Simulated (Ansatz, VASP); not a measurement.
**SiGe3 (Si0.25Ge0.75, diamond-type random alloy) in two plane-wave programs**

Aim: how closely do two programs agree when they are given the same cell, functional and k mesh? The cell is invented: As first built, before any earlier steps moved the atoms (in the runner's words): 1x2x2 conventional cells of the Ge type (32 atoms: 8 Si, 24 Ge); Ge/Si share their sites, the best of 600 random draws by like-pair counts in two shells; start lattice by linear mixing of the end members' cells; atoms moved at random by 0.02 A. It may not be a known or stable phase. Of the first pair: The structure shown is the end of the Ansatz relaxation below.

Calculated with Ansatz 0.2.0; plane waves, with VASP 6.6.1 beside it; single point at PBE and single point at PBEsol.

### 1. The structure

The cell holds 32 atoms: 8 Si and 24 Ge. Cell: a = 5.674 Å, b = 11.359 Å, c = 11.358 Å, α = 90.0°, β = 90.0°, γ = 90.0°. It derives from Ge (Ge type, space group 227), repeated 1×2×2. As first built, before any earlier steps moved the atoms (in the runner's words): 1x2x2 conventional cells of the Ge type (32 atoms: 8 Si, 24 Ge); Ge/Si share their sites, the best of 600 random draws by like-pair counts in two shells; start lattice by linear mixing of the end members' cells; atoms moved at random by 0.02 A.

### 2. Ansatz: relaxation, PBE

Ansatz runs on its default PAW (the set named soft_2) files.

This run makes the geometry at which the two programs are then compared.

input.yaml reads:

```yaml
crystal:
  lattice:
    - [5.67361, 6.0e-05, 0.00013]
    - [0.00012, 11.35915, 4.0e-05]
    - [0.00027, 4.0e-05, 11.35815]
  atoms:
    - { symbol: Si, position: [0.00021, 0.25094, 0.00253] }
    - { symbol: Si, position: [0.25172, 0.12999, 0.37499] }
    - { symbol: Si, position: [0.74945, 0.36954, 0.3749] }
    - { symbol: Si, position: [0.5003, 0.25028, 0.25419] }
    - { symbol: Si, position: [0.00019, 0.24966, 0.49455] }
    - { symbol: Si, position: [0.49979, 0.4979, 0.00106] }
    - { symbol: Si, position: [0.00024, 0.74954, 0.50162] }
    - { symbol: Si, position: [0.5003, 0.74878, 0.7491] }
    - { symbol: Ge, position: [0.00548, 0.00417, 0.25324] }
    - { symbol: Ge, position: [0.25529, 0.37237, 0.12544] }
    - { symbol: Ge, position: [0.50082, 0.0012, 0.00103] }
    - { symbol: Ge, position: [0.75033, 0.12953, 0.1277] }
    - { symbol: Ge, position: [0.99923, 0.99939, 0.74902] }
    - { symbol: Ge, position: [0.24504, 0.37235, 0.62147] }
    - { symbol: Ge, position: [0.2439, 0.12662, 0.87747] }
    - { symbol: Ge, position: [0.49513, 0.00222, 0.49815] }
    - { symbol: Ge, position: [0.75113, 0.37513, 0.87967] }
    - { symbol: Ge, position: [0.49998, 0.25021, 0.75033] }
    - { symbol: Ge, position: [0.75448, 0.12716, 0.62138] }
    - { symbol: Ge, position: [0.9949, 0.49507, 0.25196] }
    - { symbol: Ge, position: [0.24949, 0.87587, 0.12641] }
    - { symbol: Ge, position: [0.00025, 0.74825, 0.99966] }
    - { symbol: Ge, position: [0.2442, 0.62444, 0.37741] }
    - { symbol: Ge, position: [0.75546, 0.87437, 0.37743] }
    - { symbol: Ge, position: [0.50011, 0.74888, 0.25111] }
    - { symbol: Ge, position: [0.74563, 0.62066, 0.12411] }
    - { symbol: Ge, position: [0.00106, 0.4998, 0.75029] }
    - { symbol: Ge, position: [0.25089, 0.87127, 0.62505] }
    - { symbol: Ge, position: [0.26078, 0.62338, 0.87501] }
    - { symbol: Ge, position: [0.50519, 0.49687, 0.49814] }
    - { symbol: Ge, position: [0.74489, 0.87296, 0.87265] }
    - { symbol: Ge, position: [0.7503, 0.62748, 0.62496] }
kpoints:
  mp_grid: { grid: [3, 2, 2], shift: [0.0, 0.5, 0.5] }
hamiltonian:
  xc: pbe
scf:
  occupations: { method: fermi_dirac, width: 0.01 }
output:
  forces: true
  stress: true
relax:
  f_tol: 0.02
  max_steps: 25
  cell: { stress_tol: 0.1 }
basis:
  ecutwfc: "520 eV"
```

Started as:

```
ansatz run input.yaml --threads 8 --pin off --max-ram 15360MiB --backend cpu --events-out ev --progress --plain --runs-dir out
```

Numbers of over 12 decimals in the logs are rounded to 6 here.

What it wrote:

```text
The last accepted step is kept in <dir> (removed where the run ends without a failure and the disk answers)
Engine: ansatz 0.2.0, x86_64-unknown-linux-gnu
Pseudopotentials: kind: paw
Pseudopotential: Si, paw, valence charge 4, recommended cutoff 420 eV (normal), Si.paw.azcp
Pseudopotential: Ge, paw, valence charge 14, recommended cutoff 420 eV (normal), Ge.paw.azcp
Functional definition: PBE
  parameter kappa = 0.804
  parameter beta = 0.066725
  exchange = pbe_x(kappa = kappa, mu = beta*pi^2/3)
  correlation = pbe_c(beta = beta)
Crystal: 32 atoms, lattice volume = 732.003 Å³
Basis set: ecut = 520 eV, 19715 PW (Γ), exchange–correlation on 90×180×180 points (8 copies of the dense FFT grid, shifted against one another)
Bands: 221, of which v1, the nominal top of the filled ones, is band 184 counted from 1 (183 counted from 0)
Symmetry: 1 space group operations
Space group: P1 (ITA 1), of the structure as read, at distance tolerance 9.0e-5 Å
k-points: 6 of 12 (time reversal used)
Non-local potential: Si, projectors of the file, l = 0: 2, l = 1: 2, l = 2: 2
Non-local potential: Ge, projectors of the file, l = 0: 2, l = 1: 2, l = 2: 3, l = 3: 1
PAW form: soft (Blöchl's): semilocal exchange-correlation on the pseudo side does not see the compensation charge
PAW one-centre angular grid: Si, 110 points (default); XC on 64 Gauss nodes
PAW one-centre angular grid: Ge, 590 points (default); XC on 64 Gauss nodes
Initial density: superposition of atomic densities (neutral atoms: chi_scale 0, normalization atom), corrected by the library's trained network
Initial wavefunctions: pseudopotential atomic-orbital guess
Functional: x = pbe(κ = 0.804, μ = 0.219515), c = pbe(β = 0.066725)
SCF iter   1: F=—  HF=-108165.610396 eV  |F-HF|=—  |Δ(HF+E_count)|=         —  Δρ=1.42e-3  dr2=3.04e-2  ethr=1.77e-3  ⟨swp⟩=6.0  Hψ=4937  notcnv=0
preconditioner: auto → Resta (q_TF=auto, 2.433 Å⁻¹)  ε∞=2.6  [insulator: Δε(μ)=0.645 eV  Ē_g=20.614 eV  σ=0.010 eV  W_gap=1.00  n_scr=168 (ndim 8)  ℏωp=26.3 eV  f_vac=0.039  D(μ)=0.00/eV (n_scr^D=0)  ε∞_Penn≈2.6]
SCF iter   2: F=—  HF=-108165.599106 eV  |F-HF|=—  |Δ(HF+E_count)|=   1.13e-2  Δρ=8.85e-4  dr2=9.69e-3  ethr=8.25e-6  ⟨swp⟩=2.0  Hψ=2680  notcnv=0  defer=176
SCF iter   3: F=—  HF=-108165.598260 eV  |F-HF|=—  |Δ(HF+E_count)|=   8.45e-4  Δρ=4.59e-4  dr2=2.86e-3  ethr=2.63e-6  ⟨swp⟩=2.2  Hψ=2301  notcnv=0  defer=176
SCF iter   4: F=—  HF=-108165.598971 eV  |F-HF|=—  |Δ(HF+E_count)|=   7.10e-4  Δρ=1.72e-4  dr2=1.92e-4  ethr=7.76e-7  ⟨swp⟩=2.0  Hψ=1580  notcnv=0  defer=176
SCF iter   5: F=—  HF=-108165.598915 eV  |F-HF|=—  |Δ(HF+E_count)|=   5.60e-5  Δρ=6.46e-5  dr2=8.62e-5  ethr=5.23e-8  ⟨swp⟩=2.0  Hψ=2254  notcnv=0  defer=176
SCF iter   6: F=—  HF=-108165.599031 eV  |F-HF|=—  |Δ(HF+E_count)|=   1.17e-4  Δρ=2.77e-5  dr2=5.95e-6  ethr=2.34e-8  ⟨swp⟩=2.0  Hψ=1626  notcnv=0  defer=176
SCF iter   7: F=—  HF=-108165.599044 eV  |F-HF|=—  |Δ(HF+E_count)|=   1.29e-5  Δρ=1.07e-5  dr2=7.01e-6  ethr=1.62e-9  ⟨swp⟩=2.0  Hψ=1534  notcnv=0  defer=176
SCF iter   8: F=—  HF=-108165.599044 eV  |F-HF|=—  |Δ(HF+E_count)|=   3.01e-7  Δρ=4.08e-6  dr2=2.76e-7  ethr=1.62e-9  ⟨swp⟩=2.0  Hψ=1389  notcnv=0  defer=176
SCF iter   9: F=-108165.599044 eV  HF=-108165.599044 eV  |F-HF|=2.88e-9  |Δ(HF+E_count)|=   3.51e-8  Δρ=1.10e-6  dr2=1.27e-8  ethr=2.72e-11  ⟨swp⟩=4.0  Hψ=3819  notcnv=0
SCF 1 converged in 9 iterations: F = -108165.599044 eV  dr2 = 1.27e-8
  greatest PAW one-centre occupation: 0.998 electrons in one spin orbital (limit 2), on the Ge atom at site 17 (counted from 0), in its partial waves of l = 2
relax step   1: F+E_penalty+E_count = -108165.59904363 eV  Δ(F+E_penalty+E_count) = +0.000e0 eV  max|allowed force component| = 1.517e-3 eV/Å  Δτ_max = 0.0000 Å  P = +0.006 GPa  Ω = 732.003 Å³  (9 SCF iters, dr2 threshold 1.00e-7 eV, accepted)
Initial density: handed on by an earlier stage of this run
Initial wavefunctions: pseudopotential atomic-orbital guess (no wavefunctions were taken with the density)
iter 1 solved again at ethr=2.05e-7 eV; its pass at ethr=3.10e-3 eV (dr2=7.55e-4 eV) is discarded
SCF iter   1: F=—  HF=-108165.598984 eV  |F-HF|=—  |Δ(HF+E_count)|=         —  Δρ=2.20e-6  dr2=2.65e-8  ethr=2.05e-7  ⟨swp⟩=4.3  Hψ=8003  notcnv=0
eigensolver tolerance schedule: the retry pair's looser diagonalisation over-reported the residual by 28472.26 of it (diagonalisation noise at an unbounded share of the residual, at the tolerance the schedule requests for it); recorded, not acted on — ethr = c·dr2/N_el stays at c = 1.0e-1
preconditioner: auto → Resta (q_TF=auto, 2.433 Å⁻¹)  ε∞=2.6  [insulator: Δε(μ)=0.648 eV  Ē_g=20.620 eV  σ=0.010 eV  W_gap=1.00  n_scr=168 (ndim 8)  ℏωp=26.3 eV  f_vac=0.032  D(μ)=0.00/eV (n_scr^D=0)  ε∞_Penn≈2.6]
SCF iter   2: F=—  HF=-108165.599044 eV  |F-HF|=—  |Δ(HF+E_count)|=   5.94e-5  Δρ=1.12e-6  dr2=9.29e-9  ethr=7.21e-12  ⟨swp⟩=3.0  Hψ=3531  notcnv=0
SCF iter   3: F=—  HF=-108165.599044 eV  |F-HF|=—  |Δ(HF+E_count)|=  9.75e-10  Δρ=7.50e-7  dr2=3.67e-9  ethr=2.52e-12  ⟨swp⟩=2.8  Hψ=2407  notcnv=0
SCF iter   4: F=-108165.599044 eV  HF=-108165.599044 eV  |F-HF|=6.11e-10  |Δ(HF+E_count)|=   3.70e-9  Δρ=2.05e-7  dr2=1.13e-9  ethr=1.00e-12  ⟨swp⟩=2.0  Hψ=4163  notcnv=0
SCF 2 converged in 4 iterations: F = -108165.599044 eV  dr2 = 1.13e-9
relax step   2: F+E_penalty+E_count = -108165.59904363 eV  Δ(F+E_penalty+E_count) = -6.636e-9 eV  max|allowed force component| = 1.515e-3 eV/Å  Δτ_max = 0.0000 Å  P = +0.006 GPa  Ω = 732.003 Å³  stress off target by 9.12e-3 GPa  SCF on the basis re-selected at this cell (its energy is not comparable with the rows above)  (4 SCF iters)
basis re-selected at this cell: Δ(F+E_penalty+E_count) = -6.636e-9 eV, ΔP = +0.000 GPa vs the last step (what re-selecting the basis moved, of the pressure what is left beyond the Pulay correction that the steps carried, after the strain that the cell walked since its last selection, with what the two solves' SCF thresholds leave and, on support functions, any second-order correction that the steps lacked; it is no m [...]
SCF converged after 4 iterations
Free energy (F): -108165.599044 eV
Harris-Foulkes:  -108165.599044 eV  (|F-HF|=6.11e-10)
Internal energy: -108165.599044 eV  (E = F + TS)
E sigma→0 (E₀):  -108165.599044 eV
Fermi energy:    7.792094 eV
--- Per-component energies (eV) ---
  E_band       = -3788.381912
  E_kinetic    = 2981.327956
  E_local      = -65130.841609  (includes V_loc(G=0)·N_el)
  E_nonlocal   = 10253.405373
  E_hartree    = 28780.399139
  E_xc         = -2247.567056
  E_vxc        = -1914.501677  (∫ρ·V_xc dr)
  E_paw        = -52582.545425  (= ΣΔE_a)
  E_vpaw       = -7538.569077  (= ΣTr[D̂ρ^β])
  E_aug_tail   = 0.000860  (compensation charges beyond the density's cutoff)
  E_ewald      = -30219.778281
  E_smearing   = -0.000000  (= −TS)
  E_closure    = -0.000000  (closes the sum)
  Σ components = -108165.599044   (vs F -108165.599044, Δ=0.00e0)
--- Forces (eV/Å), atoms counted from 1 ---
  atom   1  Si    -0.00065431    -0.00069717     0.00063398
  atom   2  Si    -0.00000574    -0.00030433    -0.00098426
  atom   3  Si     0.00042800    -0.00027142    -0.00052058
  atom   4  Si     0.00029324     0.00086830    -0.00058694
  atom   5  Si    -0.00127640    -0.00095178     0.00022924
  atom   6  Si    -0.00055752    -0.00074492    -0.00030989
  atom   7  Si    -0.00056351     0.00098256     0.00046623
  atom   8  Si    -0.00083817    -0.00012599     0.00024683
  atom   9  Ge     0.00066818    -0.00059621     0.00069387
  atom  10  Ge     0.00032528    -0.00031048     0.00042414
  atom  11  Ge     0.00041689     0.00120176     0.00023493
  atom  12  Ge    -0.00032823    -0.00065583     0.00002929
  atom  13  Ge     0.00068206    -0.00144827     0.00026469
  atom  14  Ge    -0.00042947     0.00014947    -0.00013225
  atom  15  Ge     0.00040146     0.00129425    -0.00068265
  atom  16  Ge     0.00013157     0.00104936     0.00124481
  atom  17  Ge    -0.00003198     0.00106692    -0.00014569
  atom  18  Ge    -0.00010884     0.00096606    -0.00054212
  atom  19  Ge     0.00064348    -0.00043991    -0.00084944
  atom  20  Ge     0.00002426    -0.00003993     0.00052663
  atom  21  Ge    -0.00060751    -0.00041893     0.00045815
  atom  22  Ge    -0.00072564    -0.00126392     0.00085682
  atom  23  Ge    -0.00091786    -0.00019313    -0.00135007
  atom  24  Ge     0.00033756    -0.00010708    -0.00092711
  atom  25  Ge    -0.00011109     0.00096316     0.00071646
  atom  26  Ge     0.00106613    -0.00039446     0.00007320
  atom  27  Ge     0.00065217    -0.00120886     0.00085111
  atom  28  Ge     0.00041011     0.00126941    -0.00151488
  atom  29  Ge     0.00021541     0.00040453    -0.00049258
  atom  30  Ge     0.00046227    -0.00028930     0.00040589
  atom  31  Ge     0.00015654     0.00116178    -0.00007052
  atom  32  Ge    -0.00015837    -0.00091782     0.00075120
  max |Σ_I F_I| component: 2.19e-6 eV/Å
--- Stress (GPa, compression-positive) ---
        0.008271       0.001807      -0.000876
        0.001807       0.004599       0.000523
       -0.000876       0.000523       0.005544
  P = ⅓ Tr σ = 0.0061 GPa (0.061 kbar)
--- Relaxed structure (1 steps of the walk, 1 accepted, 1 SCFs on fresh bases) ---
  F+E_penalty+E_count = -108165.59904363 eV   max|allowed force component| = 1.515e-3 eV/Å   (the final SCF, on the basis selected at the relaxed cell)
  cell:  # Å, volume = 732.0031 Å³
    - [5.67361, 6.0e-5, 0.00013]
    - [0.00012, 11.35915, 4.0e-5]
    - [0.00027, 4.0e-5, 11.35815]
  atoms:
    - { symbol: Si, position: [0.00021, 0.25094, 0.00253] }
    - { symbol: Si, position: [0.251720, 0.12999, 0.37499] }
    - { symbol: Si, position: [0.74945, 0.369540, 0.374900] }
    - { symbol: Si, position: [0.500300, 0.25028, 0.254190] }
    - { symbol: Si, position: [0.00019, 0.24966, 0.494550] }
    - { symbol: Si, position: [0.499790, 0.497900, 0.00106] }
    - { symbol: Si, position: [0.00024, 0.749540, 0.501620] }
    - { symbol: Si, position: [0.5003, 0.74878, 0.7491] }
    - { symbol: Ge, position: [0.00548, 0.00417, 0.253240] }
    - { symbol: Ge, position: [0.255290, 0.372370, 0.125440] }
    - { symbol: Ge, position: [0.500820, 0.0012, 0.00103] }
    - { symbol: Ge, position: [0.75033, 0.129530, 0.1277] }
    - { symbol: Ge, position: [0.999230, 0.99939, 0.74902] }
    - { symbol: Ge, position: [0.245040, 0.372350, 0.621470] }
    - { symbol: Ge, position: [0.2439, 0.126620, 0.877470] }
    - { symbol: Ge, position: [0.49513, 0.00222, 0.49815] }
    - { symbol: Ge, position: [0.751130, 0.375130, 0.879670] }
    - { symbol: Ge, position: [0.499980, 0.25021, 0.750330] }
    - { symbol: Ge, position: [0.75448, 0.12716, 0.621380] }
    - { symbol: Ge, position: [0.994900, 0.495070, 0.251960] }
    - { symbol: Ge, position: [0.249490, 0.87587, 0.12641] }
    - { symbol: Ge, position: [0.00025, 0.74825, 0.99966] }
    - { symbol: Ge, position: [0.244200, 0.624440, 0.377410] }
    - { symbol: Ge, position: [0.75546, 0.87437, 0.37743] }
    - { symbol: Ge, position: [0.50011, 0.748880, 0.251110] }
    - { symbol: Ge, position: [0.74563, 0.62066, 0.124110] }
    - { symbol: Ge, position: [0.00106, 0.4998, 0.75029] }
    - { symbol: Ge, position: [0.250890, 0.87127, 0.625050] }
    - { symbol: Ge, position: [0.26078, 0.623380, 0.875010] }
    - { symbol: Ge, position: [0.50519, 0.496870, 0.498140] }
    - { symbol: Ge, position: [0.74489, 0.872960, 0.872650] }
    - { symbol: Ge, position: [0.7503, 0.62748, 0.62496] }
```

Reading the cycles: dr2 is the Hartree energy of the density residual (eV), the measure of convergence; HF is the Harris–Foulkes estimate of the energy, which meets the free energy F at convergence.

### 3. VASP: single point, PBE, relaxed cell, pair 1

The same cell, functional, mesh and smearing now go to VASP, with its own data sets.

Lines of VASP's logs that name or quote its potential files are left out, and so is its time.

INCAR reads:

```
SYSTEM = SiGe3
PREC = Accurate
ENCUT = 500
EDIFF = 1E-06
NELM = 120
ISMEAR = -1
SIGMA = 0.01
LREAL = Auto
ALGO = Normal
GGA = PE
NBANDS = 216
LORBIT = 11
LWAVE = .FALSE.
LCHARG = .FALSE.
ISIF = 2
ISYM = 0
LASPH = .TRUE.
GGA_COMPAT = .FALSE.
EFERMI = MIDGAP
KPAR = 4
```

POSCAR reads:

```
SiGe3
1.0
    5.6736100000      0.0000600000      0.0001300000
    0.0001200000     11.3591500000      0.0000400000
    0.0002700000      0.0000400000     11.3581500000
Si Ge
8 24
Direct
    0.0002100000      0.2509400000      0.0025300000
    0.2517200000      0.1299900000      0.3749900000
    0.7494500000      0.3695400000      0.3749000000
    0.5003000000      0.2502800000      0.2541900000
    0.0001900000      0.2496600000      0.4945500000
    0.4997900000      0.4979000000      0.0010600000
    0.0002400000      0.7495400000      0.5016200000
    0.5003000000      0.7487800000      0.7491000000
    0.0054800000      0.0041700000      0.2532400000
    0.2552900000      0.3723700000      0.1254400000
    0.5008200000      0.0012000000      0.0010300000
    0.7503300000      0.1295300000      0.1277000000
    0.9992300000      0.9993900000      0.7490200000
    0.2450400000      0.3723500000      0.6214700000
    0.2439000000      0.1266200000      0.8774700000
    0.4951300000      0.0022200000      0.4981500000
    0.7511300000      0.3751300000      0.8796700000
    0.4999800000      0.2502100000      0.7503300000
    0.7544800000      0.1271600000      0.6213800000
    0.9949000000      0.4950700000      0.2519600000
    0.2494900000      0.8758700000      0.1264100000
    0.0002500000      0.7482500000      0.9996600000
    0.2442000000      0.6244400000      0.3774100000
    0.7554600000      0.8743700000      0.3774300000
    0.5001100000      0.7488800000      0.2511100000
    0.7456300000      0.6206600000      0.1241100000
    0.0010600000      0.4998000000      0.7502900000
    0.2508900000      0.8712700000      0.6250500000
    0.2607800000      0.6233800000      0.8750100000
    0.5051900000      0.4968700000      0.4981400000
    0.7448900000      0.8729600000      0.8726500000
    0.7503000000      0.6274800000      0.6249600000
```

KPOINTS reads:

```
Points of the shifted mesh
12
Reciprocal
 0.0000000000  0.2500000000  0.2500000000 1
 0.0000000000  0.2500000000  0.7500000000 1
 0.0000000000  0.7500000000  0.2500000000 1
 0.0000000000  0.7500000000  0.7500000000 1
 0.3333333333  0.2500000000  0.2500000000 1
 0.3333333333  0.2500000000  0.7500000000 1
 0.3333333333  0.7500000000  0.2500000000 1
 0.3333333333  0.7500000000  0.7500000000 1
 0.6666666667  0.2500000000  0.2500000000 1
 0.6666666667  0.2500000000  0.7500000000 1
 0.6666666667  0.7500000000  0.2500000000 1
 0.6666666667  0.7500000000  0.7500000000 1
```

The projector-augmented-wave data sets are Si and Ge_d (PBE family, release 64).

Started as:

```
mpirun -np 4 vasp_std
```

What it wrote:

```text
[banner, memory and clock lines left out]
running    4 mpi-ranks, on    1 nodes
[...]
LDA part: xc-table for (Slater+PW92), standard interpolation
 POSCAR, INCAR and KPOINTS ok, starting setup
[...]
entering main loop
       N       E                     dE             d eps       ncg     rms          rms(c)
DAV:   1     0.618143461673E+04    0.61814E+04   -0.13966E+05  6008   0.416E+03
DAV:   2     0.127804749609E+04   -0.49034E+04   -0.47294E+04  5184   0.112E+03
DAV:   3     0.490167463381E+02   -0.12290E+04   -0.11657E+04  5360   0.295E+02
DAV:   4    -0.139983368734E+03   -0.18900E+03   -0.17855E+03  5968   0.115E+02
[...]
DAV:  15    -0.151334917375E+03   -0.41877E-05   -0.33848E-05  6560   0.281E-02    0.207E-03
DAV:  16    -0.151334918688E+03   -0.13124E-05   -0.12347E-05  4512   0.245E-02    0.238E-03
DAV:  17    -0.151334918724E+03   -0.36132E-07   -0.69854E-07  3072   0.179E-02
   1 F= -.15133492E+03 E0= -.15133492E+03  d E =-.346956E-14
```

From OUTCAR (step 3):

```text
  Total       -0.4812826     -0.4869277     -0.4834491      0.0086832      0.0044862     -0.0023289
  in kB       -1.0534110     -1.0657668     -1.0581529      0.0190055      0.0098191     -0.0050975
  external PRESSURE =      -1.0591102 kB  Pullay stress =       0.0000000 kB

 POSITION                                       TOTAL-FORCE (eV/Angst)
 -----------------------------------------------------------------------------------
      0.00122      2.85047      0.02875        -0.001439     -0.003735      0.000731
      1.42828      1.47661      4.25923         0.004270     -0.001693     -0.001851
      4.25223      4.19772      4.25828         0.001061     -0.000460     -0.000582
      2.83861      2.84301      2.88720         0.000215      0.000274      0.003484
      0.00124      2.83595      5.61718        -0.002252      0.000914      0.001218
      2.83567      5.65575      0.01212         0.000905     -0.000083     -0.003876
      0.00159      8.51416      5.69751        -0.001182      0.003007      0.001103
      2.83880      8.50556      8.50849        -0.000134     -0.001408      0.000358
      0.03116      0.04738      2.87634         0.003289      0.002083      0.002500
      1.44849      4.22983      1.42481         0.002707     -0.002908     -0.002520
      2.84146      0.01366      0.01176         0.000054      0.002602      0.001396
      4.25713      1.47140      1.45054        -0.000247      0.003030      0.000347
      5.66956     11.35231      8.50765        -0.000314     -0.002349     -0.001655
      1.39047      4.22962      7.05880        -0.002986     -0.002070     -0.002467
[...]
-----------------------------------------------------------------------------------
    total drift:                                0.005753     -0.004573      0.007801

  FREE ENERGIE OF THE ION-ELECTRON SYSTEM (eV)
  ---------------------------------------------------
  free  energy   TOTEN  =      -151.3349187239 eV

  energy  without entropy=     -151.3349187239  energy(sigma->0) =     -151.33491872

[... 3 further parts left out ...]
[key lines of the parts left out:]
E-fermi :   5.0489
```

The run ends at a pressure of -0.11 GPa, with forces up to 0.0054 eV/Å.

(Continued in part 2 of 3.)

[Lines on the potential files, build, host, timing and source positions are cut from VASP's logs without a mark.]

[Logs are printed without paths, hosts, clocks, repeated set-up lines and the standing remarks that a program may print on its own settings, such as how far it seeks lower states.]

[Hosts, paths, dates, database ids (printed as entryN), source tags and the programs' standing remarks are cut or masked in the printed files.]
